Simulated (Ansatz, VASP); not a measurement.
# Cross-check of NaSrH3 between VASP and Ansatz, part 3 of 3

One calculation is typed for both programs; each brings its own data sets. How far apart do they land? The cell is generated by rule, not measured, and may not be a known phase. The cell is taken from a series of runs on this material, whose earlier steps may have relaxed, scaled, displaced or heated it; both programs get it as it stands.

VASP 6.6.1 and Ansatz 0.2.0.

So far: Set-up; Ansatz: zone-centre phonons, PBEsol; VASP: zone-centre phonons, PBEsol.

### Step 3. VASP: zone-centre phonons, PBEsol (continued)

Level of this step: PBEsol; plane waves and PAW (Na_pv, Sr_sv, H); invented cell (VASP).

Numbers of over 12 decimals in the logs are rounded to 6 here.

Parts of OUTCAR (step 3):

```text
ion  position               nearest neighbor table
   1  0.000  0.000  0.000-
   2  0.500  0.500  0.500-   3 2.32   4 2.32   5 2.32   3 2.32   4 2.32   5 2.32
   3  0.500  0.500  0.000-   2 2.32   2 2.32
   4  0.500  0.000  0.500-   2 2.32   2 2.32
   5  0.000  0.500  0.500-   2 2.32   2 2.32

  LATTYP: Found a simple cubic cell.
 ALAT       =     4.6424375156

 Subroutine GETGRP returns: Found 48 space group operations
 (whereof 48 operations were pure point group operations)

The static configuration has the point symmetry O_h .

 Found     35 irreducible k-points:

   k-points           NKPTS =     35   k-points in BZ     NKDIM =     35   number of bands    NBANDS=     16

   dimension x,y,z NGX =    36 NGY =   36 NGZ =   36
   dimension x,y,z NGXF=    72 NGYF=   72 NGZF=   72

   ENCUT  =  500.0 eV  36.75 Ry    6.06 a.u.   8.46  8.46  8.46*2*pi/ulx,y,z

   NELECT =      20.0000    total number of electrons

 k-points in reciprocal lattice and weights: Automatic mesh
   0.00000000  0.00000000  0.00000000       0.002
   0.12500000  0.00000000  0.00000000       0.012
   0.25000000  0.00000000  0.00000000       0.012
   0.37500000  0.00000000  0.00000000       0.012
   0.50000000  0.00000000  0.00000000       0.006
   0.12500000  0.12500000  0.00000000       0.023
   0.25000000  0.12500000  0.00000000       0.047
   0.37500000  0.12500000  0.00000000       0.047
   0.50000000  0.12500000  0.00000000       0.023
[...]
0.50000000  0.50000000  0.37500000       0.012
   0.50000000  0.50000000  0.50000000       0.002

 average (electrostatic) potential at core
       1 -50.9110       2 -39.8971       3 -34.1616       4 -34.1616       5 -34.1616

  Total       -0.0100153     -0.0100153     -0.0100153      0.0000000      0.0000000     -0.0000000
  in kB       -0.1603748     -0.1603748     -0.1603748      0.0000000      0.0000000     -0.0000000
  external PRESSURE =      -0.1603748 kB  Pullay stress =       0.0000000 kB

  energy-cutoff  :      500.00
  volume of cell :      100.05
      direct lattice vectors                 reciprocal lattice vectors
     4.642437516  0.000000000  0.000000000     0.215404084  0.000000000  0.000000000
[...]
2     0.00000    -1.03448     0.00000
    3     0.00000    -0.00000    -0.96426
 ion    5
    1    -1.03448     0.00000    -0.00000
    2    -0.00000    -0.96426     0.00000
    3    -0.00000     0.00000    -0.96426

 Eigenvectors and eigenvalues of the dynamical matrix
 ----------------------------------------------------

   1 f  =   37.360620 THz   234.743699 2PiTHz 1246.216145 cm-1   154.511040 meV
             X         Y         Z           dx          dy          dz
      0.000000  0.000000  0.000000     0.002813   -0.000022    0.006427
      2.321219  2.321219  2.321219     0.038621   -0.000305    0.088238
      2.321219  2.321219  0.000000     0.012346   -0.000097   -0.910931
      2.321219  0.000000  2.321219     0.012346    0.003145    0.028206
      0.000000  2.321219  2.321219    -0.398712   -0.000097    0.028206

   2 f  =   37.360620 THz   234.743699 2PiTHz 1246.216145 cm-1   154.511040 meV
             X         Y         Z           dx          dy          dz
      0.000000  0.000000  0.000000    -0.000055   -0.007016    0.000000
      2.321219  2.321219  2.321219    -0.000760   -0.096317    0.000000
      2.321219  2.321219  0.000000    -0.000243   -0.030789    0.000000
      2.321219  0.000000  2.321219    -0.000243    0.994342   -0.000000
      0.000000  2.321219  2.321219     0.007844   -0.030789    0.000000

   3 f  =   37.360620 THz   234.743699 2PiTHz 1246.216145 cm-1   154.511040 meV
             X         Y         Z           dx          dy          dz
      0.000000  0.000000  0.000000     0.006427   -0.000051   -0.002813
      2.321219  2.321219  2.321219     0.088235   -0.000696   -0.038623
      2.321219  2.321219  0.000000     0.028205   -0.000223    0.398724
      2.321219  0.000000  2.321219     0.028205    0.007186   -0.012346
      0.000000  2.321219  2.321219    -0.910903   -0.000223   -0.012346

   4 f  =    5.572160 THz    35.010914 2PiTHz  185.867250 cm-1    23.044592 meV
             X         Y         Z           dx          dy          dz
      0.000000  0.000000  0.000000     0.038467   -0.308662   -0.661252
      2.321219  2.321219  2.321219    -0.023721    0.190340    0.407769
      2.321219  2.321219  0.000000     0.019077   -0.153073    0.014525
      2.321219  0.000000  2.321219     0.019077    0.006780   -0.327931
      0.000000  2.321219  2.321219    -0.000845   -0.153073   -0.327931

   5 f  =    5.572160 THz    35.010914 2PiTHz  185.867250 cm-1    23.044592 meV
             X         Y         Z           dx          dy          dz
      0.000000  0.000000  0.000000     0.079524   -0.656454    0.311048
      2.321219  2.321219  2.321219    -0.049040    0.404810   -0.191811
      2.321219  2.321219  0.000000     0.039438   -0.325552   -0.006832
      2.321219  0.000000  2.321219     0.039438    0.014420    0.154256
      0.000000  2.321219  2.321219    -0.001747   -0.325552    0.154256

   6 f  =    5.572160 THz    35.010914 2PiTHz  185.867250 cm-1    23.044592 meV
             X         Y         Z           dx          dy          dz
      0.000000  0.000000  0.000000    -0.725398   -0.088334   -0.000966
      2.321219  2.321219  2.321219     0.447325    0.054472    0.000596
      2.321219  2.321219  0.000000    -0.359743   -0.043807    0.000021
      2.321219  0.000000  2.321219    -0.359743    0.001940   -0.000479
      0.000000  2.321219  2.321219     0.015934   -0.043807   -0.000479

   7 f  =    0.072055 THz     0.452736 2PiTHz    2.403503 cm-1     0.297996 meV
             X         Y         Z           dx          dy          dz
      0.000000  0.000000  0.000000     0.022339    0.001560    0.454158
      2.321219  2.321219  2.321219     0.043075    0.003008    0.875704
      2.321219  2.321219  0.000000     0.004360    0.000304    0.093519
      2.321219  0.000000  2.321219     0.004360    0.000321    0.088632
      0.000000  2.321219  2.321219     0.004600    0.000304    0.088632

   8 f  =    0.072055 THz     0.452736 2PiTHz    2.403503 cm-1     0.297996 meV
             X         Y         Z           dx          dy          dz
      0.000000  0.000000  0.000000    -0.075835    0.448336    0.002190
      2.321219  2.321219  2.321219    -0.146225    0.864478    0.004223
      2.321219  2.321219  0.000000    -0.014800    0.087495    0.000451
      2.321219  0.000000  2.321219    -0.014800    0.092320    0.000427
      0.000000  2.321219  2.321219    -0.015616    0.087495    0.000427

   9 f  =    0.072055 THz     0.452736 2PiTHz    2.403503 cm-1     0.297996 meV
             X         Y         Z           dx          dy          dz
      0.000000  0.000000  0.000000     0.447784    0.075851   -0.022287
      2.321219  2.321219  2.321219     0.863415    0.146255   -0.042973
      2.321219  2.321219  0.000000     0.087388    0.014803   -0.004589
      2.321219  0.000000  2.321219     0.087388    0.015619   -0.004349
      0.000000  2.321219  2.321219     0.092206    0.014803   -0.004349

  10 f/i=    8.273679 THz    51.985055 2PiTHz  275.980210 cm-1    34.217170 meV
             X         Y         Z           dx          dy          dz
      0.000000  0.000000  0.000000    -0.186482   -0.471786   -0.042733
      2.321219  2.321219  2.321219     0.050401    0.127510    0.011549
      2.321219  2.321219  0.000000     0.219730    0.555902    0.003935
      2.321219  0.000000  2.321219     0.219730    0.043449    0.050352
      0.000000  2.321219  2.321219     0.017174    0.555902    0.050352

  11 f/i=    8.273679 THz    51.985055 2PiTHz  275.980210 cm-1    34.217170 meV
             X         Y         Z           dx          dy          dz
      0.000000  0.000000  0.000000     0.094185    0.008082   -0.500247
      2.321219  2.321219  2.321219    -0.025455   -0.002184    0.135202
      2.321219  2.321219  0.000000    -0.110977   -0.009524    0.046070
      2.321219  0.000000  2.321219    -0.110977   -0.000744    0.589437
      0.000000  2.321219  2.321219    -0.008674   -0.009524    0.589437

  12 f/i=    8.273679 THz    51.985055 2PiTHz  275.980210 cm-1    34.217170 meV
             X         Y         Z           dx          dy          dz
      0.000000  0.000000  0.000000     0.464260   -0.191144    0.084321
      2.321219  2.321219  2.321219    -0.125476    0.051661   -0.022789
      2.321219  2.321219  0.000000    -0.547034    0.225224   -0.007765
      2.321219  0.000000  2.321219    -0.547034    0.017603   -0.099355
      0.000000  2.321219  2.321219    -0.042756    0.225224   -0.099355

  13 f/i=   10.417703 THz    65.456360 2PiTHz  347.497177 cm-1    43.084140 meV
             X         Y         Z           dx          dy          dz
      0.000000  0.000000  0.000000    -0.000000   -0.000000   -0.000000
      2.321219  2.321219  2.321219     0.000000    0.000000   -0.000000
      2.321219  2.321219  0.000000     0.563795    0.414153    0.000000
      2.321219  0.000000  2.321219    -0.563795    0.000000   -0.103016
      0.000000  2.321219  2.321219     0.000000   -0.414153    0.103016

  14 f/i=   10.417703 THz    65.456360 2PiTHz  347.497177 cm-1    43.084140 meV
             X         Y         Z           dx          dy          dz
      0.000000  0.000000  0.000000    -0.000000   -0.000000    0.000000
      2.321219  2.321219  2.321219    -0.000000    0.000000    0.000000
      2.321219  2.321219  0.000000     0.420323   -0.509290   -0.000000
      2.321219  0.000000  2.321219    -0.420323    0.000000    0.252888
      0.000000  2.321219  2.321219    -0.000000    0.509290   -0.252888

  15 f/i=   10.417703 THz    65.456360 2PiTHz  347.497177 cm-1    43.084140 meV
             X         Y         Z           dx          dy          dz
      0.000000  0.000000  0.000000     0.000000   -0.000000   -0.000000
      2.321219  2.321219  2.321219    -0.000000    0.000000    0.000000
      2.321219  2.321219  0.000000     0.073920   -0.262870    0.000000
      2.321219  0.000000  2.321219    -0.073920    0.000000   -0.652254
      0.000000  2.321219  2.321219     0.000000    0.262870    0.652254

 MACROSCOPIC STATIC DIELECTRIC TENSOR IONIC CONTRIBUTION
 ------------------------------------------------------
           0.572762     0.000000    -0.000000
           0.000000     0.572762     0.000000
          -0.000000     0.000000     0.572762
 ------------------------------------------------------

 ELASTIC MODULI CONTR FROM IONIC RELAXATION (kBar)
 Direction    XX          YY          ZZ          XY          YZ          ZX
 --------------------------------------------------------------------------------
 XX           0.0000      0.0000      0.0000      0.0000      0.0000      0.0000
 YY           0.0000      0.0000      0.0000      0.0000      0.0000      0.0000
 ZZ           0.0000      0.0000      0.0000      0.0000      0.0000      0.0000
 XY           0.0000      0.0000      0.0000      0.0000      0.0000      0.0000
 YZ           0.0000      0.0000      0.0000      0.0000      0.0000      0.0000
 ZX           0.0000      0.0000      0.0000      0.0000      0.0000      0.0000
 --------------------------------------------------------------------------------

 PIEZOELECTRIC TENSOR IONIC CONTR  for field in x, y, z        (C/m^2)
          XX          YY          ZZ          XY          YZ          ZX
  --------------------------------------------------------------------------------
  x     0.00000     0.00000     0.00000     0.00000     0.00000     0.00000
  y     0.00000     0.00000     0.00000     0.00000     0.00000     0.00000
  z     0.00000     0.00000     0.00000     0.00000     0.00000     0.00000
```

Energies printed during the response cycles are not total energies of the cell. The dielectric response converges more slowly with the mesh than energies do, so tensor and charges may still move on a finer one. With imaginary modes the cell is no minimum, so the ionic parts of its dielectric, piezoelectric and elastic tensors have no meaning.

### Step 4. Differences

Known differences besides the potentials themselves: fixed occupations in Ansatz, narrow Gaussian smearing in VASP; VASP's response is taken on the typed mesh, Ansatz refines its own for the field response alone; the data sets hold 22 valence electrons in Ansatz (on its PAW soft_1 files) and 20 in VASP; the cutoff is 420 eV in Ansatz and 500 eV in VASP; Ansatz makes its cores anew for this functional, VASP keeps those of its PBE data sets. Total energies have different zeros and are not compared.

The two programs side by side:

| quantity | Ansatz | VASP | difference |
| --- | --- | --- | --- |
| ε∞ xx | 3.56 | 3.57 | -0.28 % |
| ε∞ yy | 3.56 | 3.57 | -0.28 % |
| ε∞ zz | 3.56 | 3.57 | -0.28 % |
| Born charge of Na1 (mean of the diagonal) (e) | 1.33 | 1.33 | 0.00 |
| Born charge of Sr2 (mean of the diagonal) (e) | 1.64 | 1.63 | 0.00 |
| Born charge of H3 (mean of the diagonal) (e) | -0.99 | -0.99 | 0.00 |
| optical mode 1 to 3 (imaginary, printed as negative) (cm⁻¹) | -346.4 | -347.5 | +1.0 |
| optical mode 4 to 6 (imaginary, printed as negative) (cm⁻¹) | -277.5 | -276.0 | -1.5 |
| optical mode 7 to 9 (cm⁻¹) | 187.0 | 185.9 | +0.61 % |
| optical mode 10 to 12 (cm⁻¹) | 1232.8 | 1246.2 | -1.08 % |

Modes are paired by rising frequency, not by their patterns, so a pair may set unlike modes beside each other; they are those without the splitting of longitudinal modes.

### Step 5. Results

```json
{
 "r.m.s. difference of the optical zone-centre modes, each program's sorted by frequency (zone-centre phonons, PBEsol)": "6.8 cm⁻¹",
 "difference in optical mode 10 to 12 (zone-centre phonons, PBEsol)": "-1.1 %"
}
```

In words: The r.m.s. difference of the optical zone-centre modes, each program's sorted by frequency is 6.8 cm⁻¹ (zone-centre phonons, PBEsol). The data sets hold unlike numbers of valence electrons (22 in Ansatz and 20 in VASP), so part of the differences comes from the potentials. Among the rows given in per cent, the largest difference of the zone-centre phonons, PBEsol pair is in optical mode 10 to 12, -1.1 %. How closely two codes agree says nothing of how well the functional describes the real material.

[Lines on the potential files, build, host, timing and source positions are cut from VASP's logs without a mark.]

[Logs are printed without paths, hosts, clocks, repeated set-up lines and the standing remarks that a program may print on its own settings, such as how far it seeks lower states.]

[Hosts, paths, dates, database ids (printed as entryN), source tags and the programs' standing remarks are cut or masked in the printed files.]
